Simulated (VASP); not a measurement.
These are PBE GGA, VASP's PBE PAW potentials (set 64) (plane waves; VASP) values and carry that method's errors.

A VASP calculation is set up with these files.

File POSCAR:
```
AlN
1
    0.0000000000     2.1659167871     2.1659167871
    2.1659167871     0.0000000000     2.1659167871
    2.1659167871     2.1659167871     0.0000000000
Al N
1 1
Direct
  0.0000000000   0.0000000000   0.0000000000
  0.2500000000   0.2500000000   0.2500000000
```

**KPOINTS**
```
Automatic mesh
0
Gamma
 10 10 10
```

### INCAR
```
! general
SYSTEM  = AlN
PREC    = Accurate
ENCUT   = 620
LREAL   = .False.
LASPH   = .True.

! electronic loop
EDIFF   = 1E-6
NELM    = 100
ALGO    = Normal

! smearing
ISMEAR  = 0
SIGMA   = 0.05

! functional
GGA     = PE

! ions
IBRION  = 2
NSW     = 40
ISIF    = 3
EDIFFG  = -0.02
PSTRESS = 200

! output
LWAVE   = .False.
LCHARG  = .False.
```

POTCAR, in this order: Al N (PBE.64 set). Program: vasp_std.

Output

File OSZICAR:
```
       N       E                     dE             d eps       ncg     rms          rms(c)
DAV:   1     0.166399259733E+02    0.16640E+02   -0.45356E+03   752   0.973E+02
DAV:   2    -0.165148124975E+02   -0.33155E+02   -0.32684E+02   992   0.179E+02
DAV:   3    -0.172468164718E+02   -0.73200E+00   -0.73200E+00   880   0.326E+01
DAV:   4    -0.172492942182E+02   -0.24777E-02   -0.24777E-02  1160   0.175E+00
DAV:   5    -0.172492985817E+02   -0.43635E-05   -0.43635E-05   920   0.523E-02    0.874E+00
DAV:   6    -0.148368295886E+02    0.24125E+01   -0.13444E+01   880   0.254E+01    0.295E+00
DAV:   7    -0.148249204232E+02    0.11909E-01   -0.11975E-01   816   0.348E+00    0.201E+00
DAV:   8    -0.148191336759E+02    0.57867E-02   -0.18207E-02   840   0.199E+00    0.398E-01
DAV:   9    -0.148188518069E+02    0.28187E-03   -0.74522E-04  1072   0.232E-01    0.207E-01
DAV:  10    -0.148189534163E+02   -0.10161E-03   -0.28899E-04   840   0.147E-01    0.411E-02
DAV:  11    -0.148189497778E+02    0.36385E-05   -0.12936E-05   920   0.282E-02    0.143E-02
DAV:  12    -0.148189500620E+02   -0.28421E-06   -0.13046E-06   696   0.117E-02
   1 F= -.12282217E+02 E0= -.12282217E+02  d E =-.122822E+02
       N       E                     dE             d eps       ncg     rms          rms(c)
DAV:   1    -0.147579870314E+02    0.60963E-01   -0.50071E+00   752   0.217E+01    0.300E+00
DAV:   2    -0.145746096732E+02    0.18338E+00   -0.91904E-01   816   0.728E+00    0.820E-01
DAV:   3    -0.145716182869E+02    0.29914E-02   -0.23011E-02   992   0.154E+00    0.248E-01
DAV:   4    -0.145705765702E+02    0.10417E-02   -0.59494E-04   856   0.283E-01    0.122E-01
DAV:   5    -0.145703832936E+02    0.19328E-03   -0.16455E-04   816   0.143E-01    0.568E-02
DAV:   6    -0.145703836597E+02   -0.36608E-06   -0.21403E-06   960   0.162E-02
   2 F= -.12259605E+02 E0= -.12259605E+02  d E =0.226123E-01
       N       E                     dE             d eps       ncg     rms          rms(c)
DAV:   1    -0.148088096333E+02   -0.23843E+00   -0.16131E+00   752   0.119E+01    0.171E+00
DAV:   2    -0.147476503595E+02    0.61159E-01   -0.33117E-01   792   0.431E+00    0.424E-01
DAV:   3    -0.147468724790E+02    0.77788E-03   -0.58430E-03   928   0.801E-01    0.137E-01
DAV:   4    -0.147464968643E+02    0.37561E-03   -0.20125E-04   872   0.162E-01    0.553E-02
DAV:   5    -0.147464411069E+02    0.55757E-04   -0.45853E-05   840   0.705E-02    0.314E-02
DAV:   6    -0.147464403883E+02    0.71862E-06   -0.86655E-07   712   0.966E-03
   3 F= -.12307827E+02 E0= -.12307827E+02  d E =-.256100E-01
```

File OUTCAR:
```
------------------------ aborting loop because EDIFF is reached ----------------------------------------
  FORCE on cell =-STRESS in cart. coord.  units (eV):
  Direction    XX          YY          ZZ          XY          YZ          ZX
  --------------------------------------------------------------------------------------
  Total        2.4204301      2.4204301      2.4204301      0.0000000      0.0000000      0.0000000
  in kB      198.5087499    198.5087499    198.5087499      0.0000000      0.0000000      0.0000000
  external PRESSURE =      -1.4912501 kB  Pullay stress =     200.0000000 kB
  volume of cell :       19.54
      direct lattice vectors                 reciprocal lattice vectors
     0.000000000  2.137623228  2.137623228    -0.233904644  0.233904644  0.233904644
     2.137623228 -0.000000000  2.137623228     0.233904644 -0.233904644  0.233904644
     2.137623228  2.137623228  0.000000000     0.233904644  0.233904644 -0.233904644
  FREE ENERGIE OF THE ION-ELECTRON SYSTEM (eV)
  ---------------------------------------------------
  free  energy   TOTEN  =       -14.7464403883 eV

  energy  without entropy=      -14.7464403883  energy(sigma->0) =      -14.74644039
  enthalpy is  TOTEN    =       -12.3078273646 eV   P V=        2.4386130237

 reached required accuracy - stopping structural energy minimisation
```
(Selected blocks of OUTCAR.)

### CONTCAR
```
AlN
   1.00000000000000
     0.0000000000000000    2.1376232279871061    2.1376232279871061
     2.1376232279871061   -0.0000000000000000    2.1376232279871061
     2.1376232279871061    2.1376232279871061    0.0000000000000000
  Al              N
     1     1
Direct
     0.0000000000000000    0.0000000000000000    0.0000000000000000
     0.2500000000000000    0.2500000000000000    0.2500000000000000
```

Energy and stress use the plane-wave basis of the starting cell.

The compound is AlN in the zinc blende structure, a metastable form; wurtzite is the usual one. This run relaxes it under an external pressure of 20 GPa. Symmetry was kept, so distortions that lower it aren't found.
